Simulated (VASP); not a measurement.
# Pd2SBr2 (I4/mmm) in VASP: reference runs

Reference runs on Pd2SBr2: the cell as given.

All numbers are computed with VASP 6.6.1; they aren't measurements. Logs are shortened: lines on timing, memory, paths and dates and some standing lists are left out, and cuts for length are marked.

### 1 The crystal as given

Symmetry: I4/mmm, No. 139, tetragonal system. Conventional cell: a = 4.552 Å, b = 4.552 Å, c = 11.589 Å, α = 90.00°, β = 90.00°, γ = 90.00°. Around Pd (site symmetry -4m2) lie 4 Br at 2.63 Å. S (site symmetry 4/mmm) is surrounded by 8 Br at 3.59 Å and 8 Pd at 3.68 Å. Br (site symmetry 4mm) is surrounded by 4 Pd at 2.63 Å.

The cell was built by a generator and needn't be a form met in nature.

### 2 Single point, PBE

The input, INCAR:

```
  ALGO = Normal
  EDIFF = 1E-7
  ENCUT = 520
  GGA = PE
  ISIF = 2
  ISMEAR = -1
  LASPH = True
  LCHARG = True
  LELF = True
  LREAL = False
  LVHAR = True
  LWAVE = False
  NBANDS = 28
  NELM = 100
  PREC = Accurate
  SIGMA = 0.05
```

The input, KPOINTS:

```
k-points
0
Gamma
  8 8 8
```

The input, POSCAR:

```
Pd2SBr2
1.0
   -2.2759644800      2.2759644800      5.7944884300
    2.2759644800     -2.2759644800      5.7944884300
    2.2759644800      2.2759644800     -5.7944884300
Pd S Br
2 1 2
Direct
    0.7500000000      0.2500000000      0.5000000000
    0.2500000000      0.7500000000      0.5000000000
    0.0000000000      0.0000000000      0.0000000000
    0.6364380100      0.6364380100      0.0000000000
    0.3635619900      0.3635619900      0.0000000000
```

Potentials or basis: VASP PAW PBE potentials, release 64 (Pd, S, Br).

On the command line:

```console
$ cat potpaw_PBE.64/Pd/POTCAR potpaw_PBE.64/S/POTCAR potpaw_PBE.64/Br/POTCAR > POTCAR
$ mpirun -np 1 vasp_std > vasp.out
```

OUTCAR:

```text
EDIFF = 1E-7
   ENCUT = 520
   GGA = PE
   ISIF = 2
   ISMEAR = -1
   LASPH = True
   LREAL = False
   NELM = 100
   PREC = Accurate

 ion  position               nearest neighbor table
   1  0.750  0.250  0.500-   5 2.63   4 2.63   5 2.63   4 2.63   2 3.22   2 3.22   2 3.22   2 3.22

   2  0.250  0.750  0.500-   5 2.63   4 2.63   5 2.63   4 2.63   1 3.22   1 3.22   1 3.22   1 3.22

   3  0.000  0.000  0.000-
   4  0.636  0.636  0.000-   2 2.63   1 2.63   1 2.63   2 2.63
   5  0.364  0.364  0.000-   1 2.63   2 2.63   2 2.63   1 2.63

  LATTYP: Found a body centered tetragonal cell.
 ALAT       =     4.5519289600
 C/A-ratio  =     2.5459485334

  Lattice vectors:

 A1 = (  -2.2759644800,   2.2759644800,   5.7944884300)
 A2 = (   2.2759644800,  -2.2759644800,   5.7944884300)
 A3 = (   2.2759644800,   2.2759644800,  -5.7944884300)

Analysis of symmetry for initial positions (statically):
=====================================================================
 Subroutine PRICEL returns:
 Original cell was already a primitive cell.

 Routine SETGRP: Setting up the symmetry group for a
 body centered tetragonal supercell.

 Subroutine GETGRP returns: Found 16 space group operations
 (whereof 16 operations were pure point group operations)
 out of a pool of 16 trial point group operations.

The static configuration has the point symmetry D_4h.

Analysis of symmetry for dynamics (positions and initial velocities):
=====================================================================
 Subroutine PRICEL returns:
 Original cell was already a primitive cell.

 Routine SETGRP: Setting up the symmetry group for a
 body centered tetragonal supercell.

 Subroutine GETGRP returns: Found 16 space group operations
 (whereof 16 operations were pure point group operations)
 out of a pool of 16 trial point group operations.

The dynamic configuration has the point symmetry D_4h.

 Subroutine INISYM returns: Found 16 space group operations
 (whereof 16 operations are pure point group operations),
 and found     1 'primitive' translations

----------------------------------------------------------------------------------------

                                     Primitive cell

  volume of cell :     120.0621

  direct lattice vectors                    reciprocal lattice vectors
    -2.275964480  2.275964480  5.794488430     0.000000000  0.219687084  0.086288894
     2.275964480 -2.275964480  5.794488430     0.219687084  0.000000000  0.086288894
     2.275964480  2.275964480 -5.794488430     0.219687084  0.219687084  0.000000000

  length of vectors
     6.628433057  6.628433057  6.628433057     0.236025821  0.236025821  0.310684454

  position of ions in fractional coordinates (direct lattice)
     0.750000000  0.250000000  0.500000000
     0.250000000  0.750000000  0.500000000
     0.000000000  0.000000000  0.000000000
     0.636438010  0.636438010  0.000000000
     0.363561990  0.363561990  0.000000000

  ion indices of the primitive-cell ions
   primitive index   ion index
                 1           1
                 2           2
                 3           3
                 4           4
                 5           5

----------------------------------------------------------------------------------------

 KPOINTS: k-points

Automatic generation of k-mesh.
 Grid dimensions read from file:
 generate k-points for:    8    8    8

 Generating k-lattice:

  Cartesian coordinates                     Fractional coordinates (reciprocal lattice)
     0.000000000  0.027460886  0.010786112     0.125000000  0.000000000 -0.000000000
     0.027460886  0.000000000  0.010786112     0.000000000  0.125000000 -0.000000000
     0.027460886  0.027460886  0.000000000     0.000000000  0.000000000  0.125000000

  Length of vectors
     0.029503228  0.029503228  0.038835557

  Shift w.r.t. Gamma in fractional coordinates (k-lattice)
     0.000000000  0.000000000  0.000000000

 Subroutine IBZKPT returns following result:
 ===========================================

 Found     59 irreducible k-points:

 Following reciprocal coordinates:
            Coordinates               Weight
  0.000000  0.000000  0.000000      1.000000
  0.125000  0.000000  0.000000      8.000000
  0.250000  0.000000  0.000000      8.000000
  0.375000  0.000000 -0.000000      8.000000
  0.500000  0.000000  0.000000      4.000000
  0.125000  0.125000  0.000000      8.000000
[... 16 lines left out ...]
  0.250000  0.125000  0.125000     16.000000
  0.375000  0.125000  0.125000      8.000000
 [... further k-points ...]
   k-points           NKPTS =     59   k-points in BZ     NKDIM =     59   number of bands    NBANDS=     28
   number of dos      NEDOS =    301   number of ions     NIONS =      5
   total plane-waves  NPLWV = 125000
   dimension x,y,z NGX =    50 NGY =   50 NGZ =   50
   dimension x,y,z NGXF=   100 NGYF=  100 NGZF=  100
   ions per type =               2   1   2
   NGX,Y,Z   is equivalent  to a cutoff of  12.54, 12.54, 12.54 a.u.
   NGXF,Y,Z  is equivalent  to a cutoff of  25.08, 25.08, 25.08 a.u.
 SYSTEM =  unknown system
   PREC   = accura    normal or accurate (medium, high low for compatibility)
   ISTART =      0    job   : 0-new  1-cont  2-samecut
   ICHARG =      2    charge: 1-file 2-atom 10-const
   ISPIN  =      1    spin polarized calculation?
   LNONCOLLINEAR =      F non collinear calculations
   LSORBIT =      F    spin-orbit coupling
   LASPH  =      T    aspherical Exc in radial PAW
   ENCUT  =  520.0 eV  38.22 Ry    6.18 a.u.  12.32 12.32 12.32*2*pi/ulx,y,z
   NELM   =    100;   NELMIN=  2; NELMDL= -5     # of ELM steps
   EDIFF  = 0.1E-06   stopping-criterion for ELM
   LREAL  =      F    real-space projection
   EDIFFG = 0.1E-05   stopping-criterion for IOM
   NSW    =      0    number of steps for IOM
   IBRION =     -1    ionic relax: 0-MD 1-quasi-New 2-CG
   NFREE  =      0    steps in history (QN), initial steepest desc. (CG)
   ISIF   =      2    stress and relaxation
   ISYM   =      2    0-nonsym 1-usesym 2-fastsym
   POTIM  = 0.5000    time-step for ionic-motion
   TEBEG  =    0.0;   TEEND  =   0.0 temperature during run
   PSTRESS=    0.0 pullay stress
   NELECT =      40.0000    total number of electrons
   NUPDOWN=      -1.0000    fix difference up-down
   EMIN   =  10.00;   EMAX   =-10.00  energy-range for DOS
   EFERMI =   0.00;   METHOD = LEGACY
   ISMEAR =    -1;   SIGMA  =   0.05  broadening in eV -4-tet -1-fermi 0-gaus
   EFERMI_NEDOS =   21; number of points for ismear=-14 and -15
   IALGO  =     38    algorithm
   IMIX   =      4    mixing-type and parameters
     AMIX     =   0.40;   BMIX     =  1.00
     AMIX_MAG =   1.60;   BMIX_MAG =  1.00
  volume/ion in A,a.u.               =      24.01       162.04
  Fermi-wavevector in a.u.,A,eV,Ry     =   1.134905  2.144659 17.524429  1.288009
  Thomas-Fermi vector in A             =   2.271609
   LORBIT       =      0    0 simple, 1 ext, 2 COOP (PROOUT), +10 PAW based schemes
   GGA     = PE    functional components
   LHFCALC =     F    Hartree Fock is set to
   AEXX    =    0.0000 exact exchange contribution
   IVDW    =     0    specifies the selected vdW correction
   LEPSILON=     F    determine dielectric tensor
   LRPA    =     F    only Hartree local field effects (RPA)
 non-spin polarized calculation
  energy-cutoff  :      520.00
  volume of cell :      120.06
 maximum number of plane-waves:      3262
 NGX is ok and might be reduce to    50
   NGX = 25   NGY = 25   NGZ = 25

 number of electron      40.0000004 magnetization

 Free energy of the ion-electron system (eV)
  ---------------------------------------------------
  ext. energy  EPLUGINS =         0.00000000
  ---------------------------------------------------
  free energy    TOTEN  =       -14.77106227 eV

  energy without entropy =      -14.67827051  energy(sigma->0) =      -14.72466639

 E-fermi :   3.4199     XC(G=0):  -9.6665

 val. band max:        3.4148810566   @ k =  -0.3750   0.5000   0.2500
 cond. band min:       3.4266235902   @ k =  -0.2500   0.5000   0.1250
 fundamental gap:      0.0117425336
 Fermi energy:         3.4198805565

 k-point     1 :       0.0000    0.0000    0.0000
  band No.  band energies     occupation
      1     -12.6573      2.00000
      2     -12.1248      2.00000
      3      -7.3021      2.00000
      4      -2.1746      2.00000
      5      -1.4580      2.00000
      6      -1.4580      2.00000
[... 20 lines left out ...]
     27      10.8227      0.00000
     28      10.8227      0.00000

 k-point     2 :       0.1250    0.0000    0.0000
  band No.  band energies     occupation
      1     -12.6339      2.00000
      2     -12.1296      2.00000
      3      -7.3098      2.00000
      4      -2.1666      2.00000
      5      -1.4411      2.00000
      6      -1.3842      2.00000
[... 20 lines left out ...]
     27      10.7405      0.00000
     28      10.8619      0.00000

 k-point     3 :       0.2500    0.0000    0.0000
  band No.  band energies     occupation
      1     -12.5739      2.00000
      2     -12.1446      2.00000
      3      -7.3284      2.00000
      4      -2.0992      2.00000
      5      -1.3937      2.00000
      6      -1.2690      2.00000
[... 20 lines left out ...]
     27      10.5380      0.00000
     28      10.9222      0.00000

 k-point     4 :       0.3750    0.0000   -0.0000
  band No.  band energies     occupation
      1     -12.5059      2.00000
      2     -12.1667      2.00000
      3      -7.3472      2.00000
      4      -1.9506      2.00000
      5      -1.3369      2.00000
      6      -1.3273      2.00000
[... 578 lines left out ...]
     27      10.7779      0.00000
     28      10.8157      0.00000

 k-point    23 :       0.2500    0.1250    0.1250
  band No.  band energies     occupation
      1     -12.4673      2.00000
      2     -12.1439      2.00000
      3      -7.3120      2.00000
      4      -1.9762      2.00000
      5      -1.7263      2.00000
      6      -1.3814      2.00000
[... 20 lines left out ...]
     27      11.0013      0.00000
     28      11.1857      0.00000

 k-point    24 :       0.3750    0.1250    0.1250
  band No.  band energies     occupation
      1     -12.4432      2.00000
      2     -12.1495      2.00000
      3      -7.3089      2.00000
      4      -1.9364      2.00000
      5      -1.8494      2.00000
      6      -1.3823      2.00000
[... 20 lines left out ...]
     27      11.1755      0.00000
     28      11.3981      0.00000

 [... further k-points ...]

------------------------ aborting loop because EDIFF is reached ----------------------------------------

  FORCE on cell =-STRESS in cart. coord.  units (eV):
  Direction    XX          YY          ZZ          XY          YZ          ZX
  --------------------------------------------------------------------------------------
  -------------------------------------------------------------------------------------
  Total       -1.7259211     -1.7259211     -2.1874998      0.0000000     -0.0000000      0.0000000
  in kB      -23.0316725    -23.0316725    -29.1912405      0.0000000     -0.0000000      0.0000000
  external PRESSURE =     -25.0848618 kB  Pullay stress =       0.0000000 kB

 VOLUME and BASIS-vectors are now :
 -----------------------------------------------------------------------------
  energy-cutoff  :      520.00
  volume of cell :      120.06
      direct lattice vectors                 reciprocal lattice vectors
    -2.275964480  2.275964480  5.794488430     0.000000000  0.219687084  0.086288894
     2.275964480 -2.275964480  5.794488430     0.219687084  0.000000000  0.086288894
     2.275964480  2.275964480 -5.794488430     0.219687084  0.219687084  0.000000000

 POSITION                                       TOTAL-FORCE (eV/Angst)
 -----------------------------------------------------------------------------------
      0.00000      2.27596      2.89724        -0.000000     -0.000000      0.000000
      2.27596      0.00000      2.89724        -0.000000     -0.000000      0.000000
      0.00000      0.00000      0.00000        -0.000000     -0.000000      0.000000
      0.00000      0.00000      7.37567         0.000000      0.000000      0.211093
      0.00000      0.00000      4.21331         0.000000      0.000000     -0.211093
 -----------------------------------------------------------------------------------
    total drift:                               -0.000000     -0.000000     -0.000000

  FREE ENERGIE OF THE ION-ELECTRON SYSTEM (eV)
  ---------------------------------------------------
  free  energy   TOTEN  =       -14.7710622734 eV

  energy  without entropy=      -14.6782705065  energy(sigma->0) =      -14.72466639
```

Run time: 2.8 min. Hardware: 1 thread of Intel Xeon 6975P-C (Granite Rapids), shared host; peak memory 0.46 GiB.

Results:

| Item | Value |
| --- | --- |
| Free energy | -14.7711 eV |
| Pressure | -2.5 GPa |
| Largest force | 0.211 eV/Å |
| Band gap on the k mesh | none (metal or under the smearing width) |

Forces in eV/Å, atoms in the order of the input:
```
Pd   0.000  0.000  0.000
Pd   0.000  0.000  0.000
S    0.000  0.000  0.000
Br   0.000  0.000  0.211
Br   0.000  0.000 -0.211
```

Stress tensor (GPa, compression positive):
```
-2.30  0.00  0.00
 0.00 -2.30  0.00
 0.00  0.00 -2.92
```

Levels at points of the mesh, in eV from the Fermi level:
```csv
k point,band 18,band 19,band 20,band 21,band 22,band 23
"(0.00, 0.00, 0.00)",-0.42,-0.42,0.18,0.18,0.68,2.00
"(0.50, 0.00, 0.00)",-0.44,-0.28,0.05,0.05,0.12,3.46
"(0.50, 0.50, 0.00)",-0.81,-0.76,-0.18,-0.14,0.36,5.10
"(0.50, 0.50, 0.50)",-0.29,0.19,0.19,0.23,0.23,3.87
```
